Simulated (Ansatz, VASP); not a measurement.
# Si2WN4 (WSi2N4 monolayer): VASP beside Ansatz, part 2 of 2

Aim: how closely do two programs agree when they are given the same cell, functional and k mesh? The structure shown is the start of the Ansatz relaxation below; VASP solves that cell, so the two are compared at the walk's first step.

VASP 6.6.1 and Ansatz 0.2.0.

So far: The structure; Ansatz: relaxation, PBE with D3(BJ).

### 3. VASP: single point, PBE with D3(BJ), start cell

Level of this step: PBE with D3(BJ), no spin polarisation; plane waves and PAW (N, Si, W) (VASP).

The same cell, functional, mesh and smearing now go to VASP, with its own data sets.

Lines of VASP's logs that name or quote its potential files are left out, and so is its time.

Input file INCAR:

```
SYSTEM = Si2WN4
PREC = Accurate
ENCUT = 520
EDIFF = 1E-06
NELM = 120
ISMEAR = -1
SIGMA = 0.05
LREAL = .FALSE.
ALGO = Normal
GGA = PE
IVDW = 12
NBANDS = 24
LASPH = .TRUE.
LORBIT = 11
LWAVE = .FALSE.
LCHARG = .FALSE.
ISIF = 2
LDIPOL = .TRUE.
IDIPOL = 3
DIPOL = 0.5 0.5 0.5
LVHAR = .TRUE.
GGA_COMPAT = .FALSE.
EFERMI = MIDGAP
NELMDL = -8
KPAR = 2
```

Input file POSCAR:

```
Si2WN4
1.0
    2.9200000000      0.0000000000      0.0000000000
   -1.4600000000      2.5287940000      0.0000000000
    0.0000000000      0.0000000000     45.2010220000
N Si W
4 2 1
Direct
    0.0000000000      0.0000000000      0.4214506477
    0.3333333992      0.6666667985      0.4705520154
    0.3333333992      0.6666667985      0.5294479846
    0.0000000000      0.0000000000      0.5785493523
    0.3333333992      0.6666667985      0.4318360766
    0.3333333992      0.6666667985      0.5681639234
    0.0000000000      0.0000000000      0.5000000000
```

Input file KPOINTS:

```
Automatic mesh
0
Gamma
12 12 1
0 0 0
```

PAW data sets: N, Si and W (PBE family, release 64).

Run with:

```
$ mpirun -np 2 vasp_std
```

Numbers of over 12 decimals in the logs are rounded to 6 here.

Log:

```text
[banner, memory and clock lines left out]
running    2 mpi-ranks, on    1 nodes
 distrk:  each k-point on    1 cores,    2 groups
 distr:  one band on    1 cores,    1 groups

 POSCAR found type information on POSCAR N SiW
 POSCAR found :  3 types and       7 ions
 LDA part: xc-table for (Slater+PW92), standard interpolation
 POSCAR, INCAR and KPOINTS ok, starting setup
 FFT: planning ... GRIDC
 FFT: planning ... GRID_SOFT
 FFT: planning ... GRID
 WAVECAR not read
 entering main loop
       N       E                     dE             d eps       ncg     rms          rms(c)
DAV:   1     0.310229974966E+03    0.31023E+03   -0.12736E+04   944   0.107E+03
DAV:   2    -0.194914598334E+02   -0.32972E+03   -0.31015E+03  1432   0.251E+02
DAV:   3    -0.715056995379E+02   -0.52014E+02   -0.51588E+02  1216   0.115E+02
DAV:   4    -0.732274197739E+02   -0.17217E+01   -0.17131E+01  1240   0.264E+01
DAV:   5    -0.732769886043E+02   -0.49569E-01   -0.49541E-01  1200   0.389E+00
DAV:   6    -0.732789436988E+02   -0.19551E-02   -0.19546E-02  1304   0.820E-01
DAV:   7    -0.732790024254E+02   -0.58727E-04   -0.58725E-04  1272   0.125E-01
DAV:   8    -0.732790042637E+02   -0.18383E-05   -0.18382E-05  1184   0.207E-02    0.368E+01
DAV:   9    -0.639524133748E+02    0.93266E+01   -0.39682E+01  1184   0.368E+01    0.118E+01
DAV:  10    -0.637294657489E+02    0.22295E+00   -0.46042E+00  1296   0.149E+01    0.112E+01
DAV:  11    -0.635060563968E+02    0.22341E+00   -0.40416E-01  1344   0.555E+00    0.206E+00
DAV:  12    -0.635025290444E+02    0.35274E-02   -0.12147E-01  1280   0.227E+00    0.943E-01
DAV:  13    -0.635009933618E+02    0.15357E-02   -0.71790E-03  1232   0.673E-01    0.755E-01
DAV:  14    -0.634992121369E+02    0.17812E-02   -0.34697E-03  1232   0.350E-01    0.237E-01
[...]
DAV:  22    -0.634990129159E+02   -0.44968E-04   -0.41698E-06  1040   0.878E-03    0.185E-03
DAV:  23    -0.634990599916E+02   -0.47076E-04   -0.14064E-06   912   0.391E-03    0.147E-03
DAV:  24    -0.634990799802E+02   -0.19989E-04   -0.66413E-07   856   0.217E-03    0.997E-04
DAV:  25    -0.634990889345E+02   -0.89542E-05   -0.34137E-07   824   0.253E-03    0.758E-04
DAV:  26    -0.634990934850E+02   -0.45506E-05   -0.15508E-07   816   0.176E-03    0.367E-04
DAV:  27    -0.634990954078E+02   -0.19227E-05   -0.71900E-08   856   0.968E-04    0.169E-04
DAV:  28    -0.634990968074E+02   -0.13996E-05   -0.57017E-08   792   0.870E-04    0.295E-04
DAV:  29    -0.634990972250E+02   -0.41762E-06   -0.17322E-08   792   0.635E-04
   1 F= -.65274517E+02 E0= -.65274517E+02  d E =-.134341E-11
```

From OUTCAR (step 3):

```text
ion  position               nearest neighbor table
   1  0.000  0.000  0.421-   5 1.75   5 1.75   5 1.75
   2  0.333  0.667  0.471-   5 1.75   7 2.15   7 2.15   7 2.15
   3  0.333  0.667  0.529-   6 1.75   7 2.15   7 2.15   7 2.15
   4  0.000  0.000  0.579-   6 1.75   6 1.75   6 1.75
   5  0.333  0.667  0.432-   1 1.75   1 1.75   2 1.75   1 1.75
   6  0.333  0.667  0.568-   4 1.75   4 1.75   3 1.75   4 1.75
   7  0.000  0.000  0.500-   2 2.15   3 2.15   2 2.15   3 2.15   2 2.15   3 2.15

  LATTYP: Found a hexagonal cell.
 ALAT       =     2.9200000000
 C/A-ratio  =    15.4798020548

 Subroutine GETGRP returns: Found 12 space group operations
 (whereof 12 operations were pure point group operations)

The static configuration has the point symmetry D_3h.

 Found     19 irreducible k-points:

   k-points           NKPTS =     19   k-points in BZ     NKDIM =     19   number of bands    NBANDS=     24

   dimension x,y,z NGX =    24 NGY =   24 NGZ =  336
   dimension x,y,z NGXF=    48 NGYF=   48 NGZF=  672

   ENCUT  =  520.0 eV  38.22 Ry    6.18 a.u.   5.43  5.43 84.04*2*pi/ulx,y,z

   NELECT =      34.0000    total number of electrons

 k-points in reciprocal lattice and weights: Automatic mesh
   0.00000000  0.00000000  0.00000000       0.007
   0.08333333 -0.00000000  0.00000000       0.042
   0.16666667  0.00000000  0.00000000       0.042
   0.25000000 -0.00000000  0.00000000       0.042
   0.33333333  0.00000000  0.00000000       0.042
   0.41666667 -0.00000000  0.00000000       0.042
   0.50000000 -0.00000000  0.00000000       0.021
   0.08333333  0.08333333  0.00000000       0.042
   0.16666667  0.08333333  0.00000000       0.083
[...]
0.33333333  0.25000000  0.00000000       0.083
   0.33333333  0.33333333  0.00000000       0.014

 dipolmoment           0.000000      0.000000     -0.000000 electrons x Angstroem

 average (electrostatic) potential at core
       1 -71.2288       2 -70.7467       3 -70.7467       4 -71.2288       5 -92.5761
       6 -92.5761       7 -48.2840

 E-fermi :  -1.2172

 k-point     1 :       0.0000    0.0000    0.0000
  band No.  band energies     occupation
    ...
     13      -5.7448      2.00000
     14      -4.8019      2.00000
     15      -4.3300      2.00000
     16      -4.3300      2.00000
     17      -2.5567      2.00000
     18       0.4750      0.00000
     19       0.4750      0.00000
     20       1.2955      0.00000
     21       1.2955      0.00000
     22       1.4136      0.00000
    ...

 k-point     2 :       0.0833   -0.0000    0.0000
  band No.  band energies     occupation
    ...
     13      -5.6113      2.00000
     14      -4.8459      2.00000
     15      -4.4768      2.00000
     16      -4.3666      2.00000
     17      -2.6054      2.00000
     18       0.2845      0.00000
     19       0.4846      0.00000
     20       1.0856      0.00000
     21       1.4793      0.00000
     22       1.8479      0.00000
    ...

 k-point     3 :       0.1667    0.0000    0.0000
  band No.  band energies     occupation
    ...
     13      -5.2487      2.00000
     14      -5.0821      2.00000
     15      -4.8375      2.00000
     16      -4.5330      2.00000
     17      -2.9092      2.00000
     18       0.2158      0.00000
     19       0.5425      0.00000
     20       1.0778      0.00000
     21       1.9232      0.00000
     22       2.4766      0.00000
    ...

 Edisp (eV)   -1.77542

  Total      -4.35175    -4.35175    -4.64820     0.00000     0.00000     0.00000
  in kB     -20.88961   -20.88961   -22.31265     0.00000     0.00000     0.00000
  external pressure =      -21.36 kB  Pullay stress =        0.00 kB

  energy-cutoff  :      520.00
  volume of cell :      333.77
      direct lattice vectors                 reciprocal lattice vectors
     2.920000000  0.000000000  0.000000000     0.342465753  0.197722709  0.000000000
    -1.460000000  2.528794000  0.000000000     0.000000000  0.395445418  0.000000000
     0.000000000  0.000000000 45.201022000     0.000000000  0.000000000  0.022123394

 POSITION                                       TOTAL-FORCE (eV/Angst)
 -----------------------------------------------------------------------------------
      0.00000      0.00000     19.05000        -0.000000     -0.000000     -0.641010
     -0.00000      1.68586     21.26943         0.000000      0.000000      1.851538
     -0.00000      1.68586     23.93159         0.000000      0.000000     -1.851538
      0.00000      0.00000     26.15102        -0.000000     -0.000000      0.641010
     -0.00000      1.68586     19.51943        -0.000000     -0.000000      0.682662
     -0.00000      1.68586     25.68159        -0.000000     -0.000000     -0.682662
      0.00000      0.00000     22.60051        -0.000000     -0.000000      0.000000
 -----------------------------------------------------------------------------------
    total drift:                                0.000000     -0.000455     -0.000000

  FREE ENERGIE OF THE ION-ELECTRON SYSTEM (eV)
  ---------------------------------------------------
  free  energy   TOTEN  =       -65.2745172897 eV

  energy  without entropy=      -65.2745172897  energy(sigma->0) =      -65.27451729

 vacuum level on the upper side and lower side of the slab         2.768         2.768

 total charge
# of ion       s       p       d       tot
------------------------------------------
    1        1.221   2.688   0.000   3.910
    2        1.233   2.551   0.000   3.785
    3        1.233   2.551   0.000   3.785
    4        1.221   2.688   0.000   3.910
    5        0.676   0.964   0.000   1.640
    6        0.676   0.964   0.000   1.640
    7        0.571   0.810   4.194   5.574
--------------------------------------------------
tot          6.833  13.217   4.194  24.243

[... 3 further parts left out ...]
```

### 4. Comparison

Known differences besides the potentials themselves: Ansatz cuts the interaction across the vacuum, VASP repeats the sheet with a dipole correction; the data sets hold 42 valence electrons in Ansatz (on its default PAW (the set named soft_2) files) and 34 in VASP; the cutoff is 420 eV in Ansatz and 520 eV in VASP. Total energies have different zeros and are not compared.

Forces (eV/Å; atoms numbered as in POSCAR):

```csv
atom,"Ansatz x, y, z","VASP x, y, z"
N1,"0.000, 0.000, -0.658","0.000, 0.000, -0.641"
N2,"0.000, 0.000, 1.852","0.000, 0.000, 1.852"
N3,"0.000, 0.000, -1.852","0.000, 0.000, -1.852"
N4,"0.000, 0.000, 0.658","0.000, 0.000, 0.641"
Si5,"0.000, 0.000, 0.692","0.000, 0.000, 0.683"
Si6,"0.000, 0.000, -0.692","0.000, 0.000, -0.683"
W7,"0.000, 0.000, 0.000","0.000, 0.000, 0.000"
```

The forces differ by 5.9 meV/Å r.m.s., which is 0.9 % of the r.m.s. force of 0.640 eV/Å (both taken over all components). With vacuum in the cell, a pressure given here is an average over mostly empty space and none of the material.

### 5. What came out

```
r.m.s. force difference (single point, PBE with D3(BJ), start cell) : 0.92 % of the r.m.s. force
```

**Reading.** The r.m.s. force difference is 0.92 % of the r.m.s. force (single point, PBE with D3(BJ), start cell), within the 3 % picked in this series as the mark of a large difference. The data sets hold unlike numbers of valence electrons (42 in Ansatz and 34 in VASP), so part of the differences comes from the potentials. 1 further run of this series is not shown here. How closely two codes agree says nothing of how well the functional describes the real material.

[Lines on the potential files, build, host, timing and source positions are cut from VASP's logs without a mark.]

[Logs are printed without paths, hosts, clocks, repeated set-up lines and the standing remarks that a program may print on its own settings, such as how far it seeks lower states.]

[Hosts, paths, dates, database ids (printed as entryN), source tags and the programs' standing remarks are cut or masked in the printed files.]
